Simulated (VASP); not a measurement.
An input for Ansatz (written as the equivalent of a VASP run, and not itself run):

Ansatz 0.2 input:
```yaml
crystal:
  lattice:
    - [0.0000000, 2.8741976, 2.8741976]
    - [2.8741976, 0.0000000, 2.8741976]
    - [2.8741976, 2.8741976, 0.0000000]
  atoms:
    - { symbol: Al, position: [0.0000000, 0.0000000, 0.0000000] }
    - { symbol: As, position: [0.2500000, 0.2500000, 0.2500000] }
kpoints:
  mp_grid: { grid: [8, 8, 8] }
hamiltonian:
  xc: lda
  pseudopotentials: { kind: paw }
scf:
  occupations: { method: gaussian, width: 0.05 }
  max_iter: 100
output: { forces: true, stress: true, eigenvalues: true }
```

### Question
Translate this input to VASP (INCAR, KPOINTS, POSCAR, choice of POTCAR).

### Answer
One answer among several that fit: 
### KPOINTS
```
Automatic mesh
0
Gamma
8 8 8
0 0 0
```

### INCAR
```
ALGO = Normal
EDIFF = 1E-7
ENCUT = 520
ISIF = 2
ISMEAR = 0
LASPH = T
LCHARG = F
LMAXMIX = 4
LREAL = F
LWAVE = F
NELM = 100
PREC = Accurate
SIGMA = 0.05
SYSTEM = AlAs
```

POSCAR:
```
AlAs
1
    0.0000000000     2.8741976312     2.8741976312
    2.8741976312     0.0000000000     2.8741976312
    2.8741976312     2.8741976312     0.0000000000
Al As
1 1
Direct
  0.0000000000   0.0000000000   0.0000000000
  0.2500000000   0.2500000000   0.2500000000
```

POTCAR, in this order: Al As (LDA.64 set). Program: vasp_std.

Limits of the translation: each code has its own PAW files, so the cut-off isn't converted (ENCUT is set for VASP's; basis.ecutwfc is left out, and Ansatz then takes the one that its files recommend); Ansatz stops its SCF on the density residual and VASP on the energy change (EDIFF); Ansatz's lda is the Perdew-Wang form, while the LDA potentials of VASP carry Perdew-Zunger's.

The compound is AlAs in the zinc blende structure. This cell is one point of a volume scan, at 1.06 of the reference volume.
